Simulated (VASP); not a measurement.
Crystal: Sn2Bi2O.

```
CELL_PARAMETERS angstrom
4.82910 0.00000 0.00000
0.00000 4.82910 0.00000
0.00000 0.00000 6.32783
ATOMIC_POSITIONS crystal
Sn 0.00000 0.50000 0.50000
Sn 0.50000 0.00000 0.50000
Bi 0.00000 0.00000 0.50000
Bi 0.50000 0.50000 0.00000
O 0.00000 0.00000 0.00000
```

The cell was built by a generator and needn't be a form met in nature.

- Program: VASP 6.6.1
- Task: relaxation of cell and atoms
- Functional: PBE
- Potentials or basis: VASP PAW PBE potentials, release 64 (Sn_d, Bi_d, O)
- Cutoff: 520 eV
- k mesh: 3 × 3 × 2
- Occupations: gaussian, width 0.15 eV
- Spin: no spin polarisation

At the start: pressure 16.1 GPa; volume 29.51 Å³/atom.

Question: How do energy, volume and symmetry change on relaxing?

Answer: Over 15 steps the energy falls by 1994.0 meV/atom and the volume is 29.27 Å³/atom (-0.8 %); space group P4/mmm (No. 123, to 0.05 Å).

Step by step:
| step | energy change (eV) | largest force (eV/Å) | pressure (GPa) | volume (Å³) |
| --- | --- | --- | --- | --- |
| 1 | 0.0000 | 0.0000 | 16.08 | 147.57 |
| 2 | -6.0439 | 0.0000 | -5.89 | 212.58 |
| 3 | -6.0477 | 0.0000 | -4.86 | 205.75 |
| 4 | -8.0470 | 0.0000 | -5.36 | 179.67 |
| 5 | 45.9123 | 0.0000 | 200.37 | 95.07 |
| 6 | 17.5597 | 0.0000 | -0.37 | 177.07 |
| 7 | -8.3229 | 0.0000 | -5.78 | 175.81 |
| 8 | -9.2680 | 0.0000 | 8.33 | 136.54 |
| 9 | -9.0988 | 0.0000 | -4.24 | 164.61 |
| 10 | -9.8888 | 0.0000 | -1.88 | 150.71 |
| 11 | -9.9225 | 0.0000 | 1.77 | 143.66 |
| 12 | -9.9679 | 0.0000 | -0.58 | 147.13 |
| 13 | -9.9680 | 0.0000 | 0.22 | 145.90 |
| 14 | -9.9671 | 0.0000 | -0.27 | 146.94 |
| 15 | -9.9701 | 0.0000 | 0.14 | 146.35 |

Final structure:
```
Sn Bi O
1.0
     6.08354    0.00000    0.00000
     0.00000    6.08354    0.00000
     0.00000    0.00000    3.95443
Sn Bi O
2 2 1
Direct
  0.00000 0.50000 0.50000
  0.50000 0.00000 0.50000
  0.00000 0.00000 0.50000
  0.50000 0.50000 0.00000
  0.00000 0.00000 0.00000
```

Caveat: the k mesh is coarse (spacing up to 0.50 Å⁻¹), so the values aren't converged; the relaxation stopped at a loose force limit of 0.08 eV/Å, so its end isn't a converged minimum.
